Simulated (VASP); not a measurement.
# HPbNO4 (P1) in VASP: a series of runs, part 2 of 3

VASP 6.6.1. The steps go on from the part before.

## (3) Band structure, rev-vdW-DF2

This run uses another cell than the first one, of 13.69 Å³/atom, 0.945 times its volume.

File INCAR:

```
PREC     = Accurate       # precision mode
ENCUT    = 520            # plane-wave cutoff, eV
EDIFF    = 1E-6           # SCF threshold, eV
ISMEAR   = -1             # smearing method
SIGMA    = 0.05           # smearing width, eV
LREAL    = F              # projectors in reciprocal space
LASPH    = T              # aspherical terms in the spheres
NELM     = 100            # most SCF steps
ALGO     = Normal         # electronic algorithm
ISIF     = 2              # what is computed and relaxed
LWAVE    = F              # write WAVECAR
LCHARG   = F              # write CHGCAR
GGA      = MK             # functional
LUSE_VDW = T            
AGGAC    = 0.0          
PARAM1   = 0.1234       
PARAM2   = 0.711357     
ZAB_VDW  = -1.8867      
KPAR     = 4
```

File KPOINTS:

```
regular mesh
0
Gamma
  7 7 5
```

File POSCAR:

```
HPbNO4                                  
1.0
    4.1182169488      0.0994344033      0.1691577677
    1.8723180192      3.7619770684      0.1071847812
    1.7282438324      1.1781054070      6.3403860148
  H               Pb              N               O             
     1     1     1     4
Direct
     0.8950325885308043    0.6824348970734412    0.6192834885952231
     0.1367817664391573    0.9425989711352131    0.8848885662237107
     0.2571225803056980    0.2851290630590208    0.3052280018563252
     0.8335477242499575    0.6504961876076678    0.7772626310399210
     0.3941961914914262    0.2099756218584570    0.1155212464829844
     0.3119718356087337    0.0288796929489718    0.4646920859194840
     0.0700773133742308    0.6162855663172255    0.3246239798823467
```

File KPOINTS_OPT:

```
path XGY,LGZ,NGM,RG
10
line-mode
reciprocal
-0.5000000000  0.0000000000  0.0000000000  X
 0.0000000000  0.0000000000  0.0000000000  G

 0.0000000000  0.0000000000  0.0000000000  G
 0.0000000000  0.0000000000 -0.5000000000  Y

-0.5000000000  0.0000000000 -0.5000000000  L
 0.0000000000  0.0000000000  0.0000000000  G

 0.0000000000  0.0000000000  0.0000000000  G
 0.0000000000 -0.5000000000  0.0000000000  Z

-0.5000000000 -0.5000000000  0.0000000000  N
 0.0000000000  0.0000000000  0.0000000000  G

 0.0000000000  0.0000000000  0.0000000000  G
 0.0000000000 -0.5000000000 -0.5000000000  M

-0.5000000000 -0.5000000000 -0.5000000000  R
 0.0000000000  0.0000000000  0.0000000000  G
```

Potentials or basis: VASP PAW PBE potentials, release 64 (H, Pb_d, N, O).

Run with:

```console
$ cat potpaw_PBE.64/H/POTCAR potpaw_PBE.64/Pb_d/POTCAR potpaw_PBE.64/N/POTCAR potpaw_PBE.64/O/POTCAR > POTCAR
$ mpirun -np 4 vasp_std > vasp.out
```

OUTCAR:

```text
PREC = Accurate
   ENCUT = 520
   EDIFF = 1E-6
   ISMEAR = -1
   LREAL = F
   LASPH = T
   NELM = 100
   ISIF = 2
   GGA = MK

 ion  position               nearest neighbor table
   1  0.895  0.682  0.619-   4 0.99
   2  0.137  0.943  0.885-   4 2.47   4 2.50   4 2.59   6 2.63   5 2.81   5 2.82   7 2.84   5 2.84

   3  0.257  0.285  0.305-   6 1.26   7 1.26   5 1.29
   4  0.834  0.650  0.777-   1 0.99   2 2.47   2 2.50   2 2.59
   5  0.394  0.210  0.116-   3 1.29   2 2.81   2 2.82   2 2.84
   6  0.312  0.029  0.465-   3 1.26   2 2.63
   7  0.070  0.616  0.325-   3 1.26   2 2.84

  Warning from LATTYP: Got some problem with cell dimensions!
  Tried to take original basis but could not verify dimensions!
  LATTYP: Found a triclinic cell.
 ALAT       =     7.4340500453
 B/A-ratio  =     0.5654407156
 C/A-ratio  =     0.9019564097
 COS(alpha) =     0.0086785337
 COS(beta)  =     0.1841741323
 COS(gamma) =     0.8715842644

  Lattice vectors:

 A1 = (   0.3735809104,  -7.4245197335,  -0.0452117947)
 A2 = (  -1.8723180192,  -3.7619770684,  -0.1071847812)
 A3 = (   2.3899731164,  -1.0786710037,  -6.1712282471)

Analysis of symmetry for initial positions (statically):
=====================================================================
 Subroutine PRICEL returns:
 Original cell was already a primitive cell.

 Routine SETGRP: Setting up the symmetry group for a
 triclinic supercell.

 Subroutine GETGRP returns: Found  1 space group operations
 (whereof  1 operations were pure point group operations)
 out of a pool of  2 trial point group operations.

The static configuration has the point symmetry C_1 .

Analysis of symmetry for dynamics (positions and initial velocities):
=====================================================================
 Subroutine PRICEL returns:
 Original cell was already a primitive cell.
[... 135 lines left out ...]
   IALGO  =     38    algorithm
   IMIX   =      4    mixing-type and parameters
     AMIX     =   0.40;   BMIX     =  1.00
     AMIX_MAG =   1.60;   BMIX_MAG =  1.00
  volume/ion in A,a.u.               =      13.69        92.38
  Fermi-wavevector in a.u.,A,eV,Ry     =   1.263008  2.386739 21.703864  1.595189
  Thomas-Fermi vector in A             =   2.396387
   LORBIT       =      0    0 simple, 1 ext, 2 COOP (PROOUT), +10 PAW based schemes
   GGA     = MK    functional components
   LHFCALC =     F    Hartree Fock is set to
   AEXX    =    0.0000 exact exchange contribution
   IVDW_NL    =     1    kernel type
   BPARAM     = 6.3000
   IVDW    =     0    specifies the selected vdW correction
   LEPSILON=     F    determine dielectric tensor
   LRPA    =     F    only Hartree local field effects (RPA)
 non-spin polarized calculation
  energy-cutoff  :      520.00
  volume of cell :       95.82
 maximum number of plane-waves:      2598
   NGX = 15   NGY = 15   NGZ = 25

 number of electron      44.0000001 magnetization

 Free energy of the ion-electron system (eV)
  ---------------------------------------------------
  ext. energy  EPLUGINS =         0.00000000
  ---------------------------------------------------
  free energy    TOTEN  =       -30.59833167 eV

  energy without entropy =      -30.59833167  energy(sigma->0) =      -30.59833167

 E-fermi :   2.4099     XC(G=0):  -9.2168

 val. band max:        1.2632318631   @ k =  -0.2857   0.2857   0.4000
 cond. band min:       3.8171088910   @ k =  -0.2857   0.4286   0.4000
 fundamental gap:      2.5538770279
 Fermi energy:         2.4099481374

 k-point     1 :       0.0000    0.0000    0.0000
  band No.  band energies     occupation
      1     -24.6226      2.00000
      2     -19.2616      2.00000
      3     -18.9604      2.00000
      4     -16.4529      2.00000
      5     -13.9756      2.00000
      6     -13.9650      2.00000
[... 685 lines left out ...]
     25       6.7075      0.00000
     26       7.0839      0.00000

 [... further k-points ...]
[... 5 lines left out ...]
  --------------------------------------------------------------------------------------
  -------------------------------------------------------------------------------------
  Total        0.0848691      0.0801275      0.1155537     -0.0069797     -0.0050400     -0.0005671
  in kB        1.4190608      1.3397795      1.9321258     -0.1167046     -0.0842724     -0.0094826
  external PRESSURE =       1.5636554 kB  Pullay stress =       0.0000000 kB

 VOLUME and BASIS-vectors are now :
 -----------------------------------------------------------------------------
  energy-cutoff  :      520.00
  volume of cell :       95.82
      direct lattice vectors                 reciprocal lattice vectors
     4.118216949  0.099434403  0.169157768     0.247609679 -0.121956820 -0.044831957
     1.872318019  3.761977068  0.107184781    -0.004499729  0.269448690 -0.048839665
     1.728243832  1.178105407  6.340386015    -0.006530012 -0.001301318  0.159740833

 POSITION                                       TOTAL-FORCE (eV/Angst)
 -----------------------------------------------------------------------------------
      6.03395      3.38588      4.15104        -0.001112      0.005342     -0.007003
      3.85745      4.60213      5.73471         0.000416      0.002389      0.002626
      2.12025      1.45781      2.00932         0.000528      0.001591     -0.008354
      5.99397      3.44573      5.13887        -0.003490      0.003210      0.010268
      2.21618      0.96522      0.82164         0.001149     -0.000655      0.010265
      2.14194      0.68712      3.00220         0.004785     -0.006128     -0.003358
      2.00351      2.70786      2.13615        -0.002276     -0.005749     -0.004444
 -----------------------------------------------------------------------------------
    total drift:                               -0.000307     -0.000547     -0.000100

  FREE ENERGIE OF THE ION-ELECTRON SYSTEM (eV)
  ---------------------------------------------------
  free  energy   TOTEN  =       -30.5983316715 eV

  energy  without entropy=      -30.5983316715  energy(sigma->0) =      -30.59833167

Total vdW correction in eV:      8.2959247
```

Run time: 91 s. Hardware: 4 MPI ranks of Intel Xeon 6975P-C (Granite Rapids), shared host; peak memory 0.71 GiB.

Results:

```yaml
Free_energy: -30.5983 eV
Pressure: 0.2 GPa
Largest_force: 0.011 eV/Å
Band_gap_on_the_k_mesh: 2.55 eV, indirect (least direct gap 2.58 eV)
Band_gap_along_the_path: 2.81 eV, direct
```

Forces on the atoms (eV/Å):
```
H   -0.001  0.005 -0.007
Pb   0.000  0.002  0.003
N    0.001  0.002 -0.008
O   -0.003  0.003  0.010
O    0.001 -0.001  0.010
O    0.005 -0.006 -0.003
O   -0.002 -0.006 -0.004
```

Levels at the corners of the path, in eV from the valence-band top:
| point | band 20 | band 21 | band 22 | band 23 | band 24 | band 25 |
| --- | --- | --- | --- | --- | --- | --- |
| X | -1.47 | -0.64 | -0.10 | 3.09 | 4.64 | 5.80 |
| Γ | -1.40 | -1.38 | -0.78 | 3.49 | 4.39 | 5.75 |
| Γ | -1.40 | -1.38 | -0.78 | 3.49 | 4.39 | 5.75 |
| Y | -1.37 | -1.25 | -0.95 | 3.38 | 3.81 | 5.86 |
| L | -1.64 | -0.58 | -0.05 | 3.16 | 4.25 | 5.68 |
| Γ | -1.40 | -1.38 | -0.78 | 3.49 | 4.39 | 5.75 |
| Γ | -1.40 | -1.38 | -0.78 | 3.49 | 4.39 | 5.75 |
| Z | -1.31 | -0.59 | 0.00 | 2.81 | 4.28 | 5.54 |
| N | -1.68 | -0.64 | -0.12 | 3.12 | 4.25 | 5.81 |
| Γ | -1.40 | -1.38 | -0.78 | 3.49 | 4.39 | 5.75 |
| Γ | -1.40 | -1.38 | -0.78 | 3.49 | 4.39 | 5.75 |
| M | -1.34 | -0.38 | -0.06 | 2.86 | 4.07 | 5.85 |
| R | -1.55 | -0.74 | -0.14 | 3.01 | 4.71 | 5.89 |
| Γ | -1.40 | -1.38 | -0.78 | 3.49 | 4.39 | 5.75 |

Caveat: the standard files for N, O and F lose accuracy on very short bonds; the PAW data sets were made with another functional, which shifts forces and pressure a little; spin-orbit coupling is left out, which as a rule narrows the gap of such compounds by several tenths of an eV.

## (4) Density of states, r2SCAN0

File POSCAR:

```
HPbNO4
1.0
    4.1992300000      0.1111700000      0.1681700000
    1.9160000000      3.8913200000      0.1256800000
    1.7608500000      1.2525900000      6.3726600000
H Pb N O
1 1 1 4
Direct
    0.8914500000      0.6820200000      0.6279600000
    0.1442600000      0.9287200000      0.8835200000
    0.2567000000      0.2886100000      0.3017100000
    0.8310800000      0.6505600000      0.7840500000
    0.3869400000      0.2238000000      0.1129500000
    0.3110400000      0.0357600000      0.4585600000
    0.0772600000      0.6063300000      0.3227500000
```

File INCAR.step1:

```
  PREC = Accurate
  ENCUT = 520
  EDIFF = 1E-5
  ISMEAR = -1
  SIGMA = 0.05
  LREAL = F
  LASPH = T
  NELM = 80
  ALGO = Normal
  ISIF = 2
  LWAVE = T
  LCHARG = F
  NBANDS = 31
  GGA = PE
```

File INCAR.step2:

```
  PREC = Accurate
  ENCUT = 520
  EDIFF = 1E-6
  ISMEAR = -5
  SIGMA = 0.05
  LREAL = F
  LASPH = T
  NELM = 80
  ALGO = Normal
  ISIF = 2
  LWAVE = F
  LCHARG = F
  METAGGA = R2SCAN
  LHFCALC = T
  AEXX = 0.25
  LMIXTAU = T
  PRECFOCK = Fast
  HFRCUT = -1
  LORBIT = 10
  NBANDS = 31
  ISTART = 1
  NEDOS = 2001
```

File KPOINTS:

```
regular mesh
0
Gamma
  4 4 3
```

Run with:

```console
$ cat potpaw_PBE.64/H/POTCAR potpaw_PBE.64/Pb_d/POTCAR potpaw_PBE.64/N/POTCAR potpaw_PBE.64/O/POTCAR > POTCAR
$ cp INCAR.step1 INCAR
$ mpirun -np 8 vasp_std > vasp.out
$ cp INCAR.step2 INCAR
$ mpirun -np 8 vasp_std > vasp.out
```

It took 6.4 min on 8 MPI ranks of AMD EPYC 9R45 (Zen 5), shared host; peak memory 0.15 GiB.

The run converged. Its results:

```
Free energy                                           : -98.4010 eV
Pressure                                              : -5.1 GPa
Largest force                                         : 1.362 eV/Å
Band gap on the k mesh                                : 5.27 eV, indirect (least direct gap 5.29 eV)
Valence electrons inside the program's atomic spheres : H 0.72; Pb 11.69; N 3.80; O 5.11, 5.12
```

Forces in eV/Å, atoms in the order of the input:
```
H   -0.029  0.055  0.678
Pb  -0.008 -0.094 -0.076
N   -0.003 -0.010 -0.020
O    0.039  0.036 -0.601
O   -0.087  0.482  1.102
O   -0.029  0.874 -0.890
O    0.117 -1.343 -0.193
```

Stress tensor (GPa, compression positive):
```
-2.45  0.35  0.19
 0.35 -6.25 -0.09
 0.19 -0.09 -6.73
```

Levels at points of the mesh, in eV from the valence-band top:
| k point | band 19 | band 20 | band 21 | band 22 | band 23 | band 24 | band 25 | band 26 |
| --- | --- | --- | --- | --- | --- | --- | --- | --- |
| (0.00, 0.00, 0.00) | -2.38 | -1.82 | -1.66 | -1.33 | 6.11 | 6.62 | 7.92 | 8.66 |
| (0.50, 0.00, 0.00) | -2.25 | -1.78 | -1.22 | -0.17 | 5.49 | 6.89 | 7.97 | 9.13 |
| (0.00, 0.50, 0.00) | -1.80 | -1.65 | -1.17 | -0.11 | 5.39 | 6.32 | 7.61 | 9.67 |
| (0.50, 0.50, 0.00) | -2.19 | -1.96 | -1.20 | -0.18 | 5.66 | 6.43 | 7.89 | 9.01 |

States per cell in windows of 0.5 eV (zero at the valence-band top; states under -8 eV left out):
```tsv
from (eV)	total	O4_p	O5_p	O6_p	O7_p	Pb2_p	Pb2_s
-8.0	0.00	0.00	0.00	0.00	0.00	0.00	0.00
-7.5	0.00	0.00	0.00	0.00	0.00	0.00	0.00
-7.0	0.96	0.12	0.04	0.03	0.03	0.00	0.40
-6.5	1.03	0.15	0.03	0.04	0.04	0.00	0.41
-6.0	0.00	0.00	0.00	0.00	0.00	0.00	0.00
-5.5	0.83	0.36	0.01	0.01	0.02	0.01	0.04
-5.0	1.04	0.39	0.02	0.02	0.04	0.01	0.10
-4.5	0.12	0.03	0.00	0.00	0.01	0.00	0.02
-4.0	0.29	0.02	0.07	0.04	0.05	0.01	0.00
-3.5	1.80	0.10	0.43	0.32	0.31	0.04	0.01
-3.0	3.60	0.42	0.69	0.73	0.51	0.06	0.04
-2.5	2.33	0.27	0.46	0.33	0.51	0.03	0.03
-2.0	2.02	0.60	0.14	0.31	0.32	0.04	0.00
-1.5	2.01	0.20	0.44	0.44	0.42	0.01	0.02
-1.0	0.55	0.19	0.04	0.05	0.04	0.01	0.08
-0.5	1.31	0.56	0.07	0.04	0.05	0.03	0.25
0.0	0.00	0.00	0.00	0.00	0.00	0.00	0.00
0.5	0.00	0.00	0.00	0.00	0.00	0.00	0.00
1.0	0.00	0.00	0.00	0.00	0.00	0.00	0.00
1.5	0.00	0.00	0.00	0.00	0.00	0.00	0.00
2.0	0.00	0.00	0.00	0.00	0.00	0.00	0.00
2.5	0.00	0.00	0.00	0.00	0.00	0.00	0.00
3.0	0.00	0.00	0.00	0.00	0.00	0.00	0.00
3.5	0.00	0.00	0.00	0.00	0.00	0.00	0.00
4.0	0.00	0.00	0.00	0.00	0.00	0.00	0.00
4.5	0.00	0.00	0.00	0.00	0.00	0.00	0.00
5.0	0.71	0.01	0.05	0.08	0.08	0.03	0.00
5.5	1.28	0.02	0.10	0.16	0.16	0.05	0.01
6.0	0.27	0.01	0.01	0.01	0.01	0.08	0.00
6.5	1.58	0.05	0.05	0.04	0.04	0.48	0.01
7.0	0.34	0.02	0.01	0.01	0.01	0.11	0.00
7.5	1.79	0.10	0.06	0.04	0.04	0.65	0.01
```

Caveat: the k mesh is coarse (spacing up to 0.43 Å⁻¹), so the values aren't converged, least of all with exact exchange; the standard files for N, O and F lose accuracy on very short bonds; the PAW data sets were made with another functional, which shifts forces and pressure a little; spin-orbit coupling is left out, which as a rule narrows the gap of such compounds by several tenths of an eV; an odd mesh through Γ misses points on the zone boundary, where band edges often lie.

## (5) Density of states, PBE0

POSCAR is that of step 4.

File INCAR.step1:

```
  PREC = Accurate
  ENCUT = 520
  EDIFF = 1E-5
  ISMEAR = -1
  SIGMA = 0.05
  LREAL = False
  LASPH = True
  NELM = 80
  ALGO = Normal
  ISIF = 2
  LWAVE = True
  LCHARG = False
  GGA = PE
```

File INCAR.step2:

```
  PREC = Accurate
  ENCUT = 520
  EDIFF = 1E-6
  ISMEAR = -5
  SIGMA = 0.05
  LREAL = False
  LASPH = True
  NELM = 80
  ALGO = Normal
  ISIF = 2
  LWAVE = False
  LCHARG = False
  GGA = PE
  LHFCALC = True
  AEXX = 0.25
  PRECFOCK = Normal
  HFRCUT = -1
  LORBIT = 11
  ISTART = 1
  NEDOS = 1001
```

KPOINTS is that of step 4.

Run with:

```console
$ cat potpaw_PBE.64/H/POTCAR potpaw_PBE.64/Pb_d/POTCAR potpaw_PBE.64/N/POTCAR potpaw_PBE.64/O/POTCAR > POTCAR
$ cp INCAR.step1 INCAR
$ mpirun -np 8 vasp_std > vasp.out
$ cp INCAR.step2 INCAR
$ mpirun -np 8 vasp_std > vasp.out
```

It took 13 min on 8 MPI ranks of Intel Xeon 6975P-C (Granite Rapids), shared host; peak memory 0.21 GiB.

It converged, with:

- Free energy: -54.6698 eV
- Pressure: -3.4 GPa
- Largest force: 1.070 eV/Å
- Band gap on the k mesh: 5.03 eV, indirect (least direct gap 5.04 eV)
- Valence electrons inside the program's atomic spheres: H 0.72; Pb 11.71; N 3.80; O 5.09, 5.11, 5.10

Forces in eV/Å, atoms in the order of the input:
```
H   -0.021  0.038  0.468
Pb  -0.006 -0.073 -0.065
N   -0.002 -0.019 -0.024
O    0.029  0.033 -0.400
O   -0.071  0.396  0.880
O   -0.022  0.680 -0.707
O    0.092 -1.055 -0.152
```

Stress tensor (GPa, compression positive):
```
-1.31  0.29  0.15
 0.29 -4.28 -0.11
 0.15 -0.11 -4.56
```

Levels at points of the mesh, in eV from the valence-band top:
| k point | band 18 | band 19 | band 20 | band 21 | band 22 | band 23 | band 24 | band 25 | band 26 | band 27 |
| --- | --- | --- | --- | --- | --- | --- | --- | --- | --- | --- |
| (0.00, 0.00, 0.00) | -2.52 | -2.32 | -1.79 | -1.62 | -1.23 | 5.86 | 6.36 | 7.60 | 8.40 | 8.48 |
| (0.50, 0.00, 0.00) | -2.62 | -2.20 | -1.73 | -1.12 | -0.17 | 5.25 | 6.63 | 7.66 | 8.78 | 10.66 |
| (0.00, 0.50, 0.00) | -2.76 | -1.75 | -1.60 | -1.07 | -0.10 | 5.15 | 6.07 | 7.30 | 9.31 | 9.93 |
| (0.50, 0.50, 0.00) | -2.42 | -2.14 | -1.91 | -1.10 | -0.18 | 5.42 | 6.15 | 7.58 | 8.67 | 10.42 |

States per cell in windows of 1 eV (zero at the valence-band top; states under -8 eV left out):
```tsv
from (eV)	total	O4_p	O5_p	O6_p	O7_p	Pb2_p	Pb2_s
-8.0	0.00	0.00	0.00	0.00	0.00	0.00	0.00
-7.0	2.01	0.27	0.07	0.07	0.07	0.00	0.82
-6.0	0.63	0.28	0.01	0.01	0.01	0.01	0.02
-5.0	1.36	0.52	0.03	0.03	0.05	0.02	0.13
-4.0	1.85	0.10	0.44	0.30	0.32	0.05	0.01
-3.0	6.22	0.73	1.20	1.13	1.06	0.10	0.07
-2.0	4.07	0.81	0.58	0.75	0.75	0.06	0.02
-1.0	2.01	0.76	0.15	0.12	0.13	0.04	0.32
0.0	0.00	0.00	0.00	0.00	0.00	0.00	0.00
1.0	0.00	0.00	0.00	0.00	0.00	0.00	0.00
2.0	0.00	0.00	0.00	0.00	0.00	0.00	0.00
3.0	0.00	0.00	0.00	0.00	0.00	0.00	0.00
4.0	0.00	0.00	0.00	0.00	0.00	0.00	0.00
5.0	2.01	0.03	0.15	0.24	0.25	0.09	0.01
6.0	2.00	0.06	0.06	0.05	0.05	0.63	0.01
7.0	2.00	0.11	0.07	0.05	0.04	0.73	0.01
```

Caveat: the k mesh is coarse (spacing up to 0.43 Å⁻¹), so the values aren't converged, least of all with exact exchange; the standard files for N, O and F lose accuracy on very short bonds; the PAW data sets were made with another functional, which shifts forces and pressure a little; spin-orbit coupling is left out, which as a rule narrows the gap of such compounds by several tenths of an eV; an odd mesh through Γ misses points on the zone boundary, where band edges often lie.

(Continued in part 3 of 3.)
